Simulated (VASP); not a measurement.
An input for Quantum ESPRESSO's pw.x (written as the equivalent of a VASP run, and not itself run):

```
&CONTROL
  calculation = 'vc-relax'
  pseudo_dir = './pseudo'
  outdir = './out'
  tprnfor = .true.
  tstress = .true.
  nstep = 60
  forc_conv_thr = 0.00078
/
&SYSTEM
  ibrav = 0
  nat = 3
  ntyp = 2
  ecutwfc = 84
  occupations = 'smearing'
  smearing = 'gaussian'
  degauss = 0.003675
  input_dft = 'vdw-df-obk8'
/
&ELECTRONS
  conv_thr = 7.3e-08
  electron_maxstep = 100
/
&IONS
/
&CELL
/
ATOMIC_SPECIES
  Pt 195.084 Pt.upf
  S 32.060 S.upf
CELL_PARAMETERS angstrom
     3.5997830   -0.0000000    0.0000000
    -1.7998915    3.1175036   -0.0000000
     0.0000000   -0.0000000    5.0547807
ATOMIC_POSITIONS crystal
  Pt   0.0000000  0.0000000  0.0000000
  S    0.3333330  0.6666670  0.2439668
  S    0.6666670  0.3333330  0.7560332
K_POINTS automatic
  6 6 4 0 0 0
```

Task: Write the VASP files for the same calculation (optB88-vdW).

Result: This is not unique; one that fits is 
File POSCAR:
```
PtS2
1
    3.5997829771    -0.0000000000     0.0000000000
   -1.7998914886     3.1175035803    -0.0000000000
    0.0000000000    -0.0000000000     5.0547807048
Pt S
1 2
Direct
  0.0000000000   0.0000000000   0.0000000000
  0.3333330000   0.6666670000   0.2439667612
  0.6666670000   0.3333330000   0.7560332388
```

**KPOINTS**
```
kpoints
0
gamma
6 6 4
```

**INCAR**
```
AGGAC=0.0
ALGO=Normal
EDIFF=1E-6
EDIFFG=-0.02
ENCUT=480
GGA=BO
IBRION=2
ISIF=3
ISMEAR=0
LASPH=.True.
LCHARG=.False.
LMAXMIX=6
LREAL=.False.
LUSE_VDW=.True.
LWAVE=.False.
NELM=100
NSW=60
PARAM1=0.1833333333
PARAM2=0.22
PREC=Accurate
SIGMA=0.05
SYSTEM=PtS2
```

POTCAR, in this order: Pt S (PBE.64 set). Program: vasp_std.

What does not carry over: the potentials are each code's own (VASP's PAW set, PseudoDojo norm-conserving files in pw.x), so ENCUT and ecutwfc are chosen apart and not converted; conv_thr bounds pw.x's estimated SCF error, while EDIFF bounds the energy change between steps; forc_conv_thr acts on force components and is met together with etot_conv_thr.

The compound is PtS2 in the 1T layered structure. It was relaxed first. The start is the result of an earlier pass.
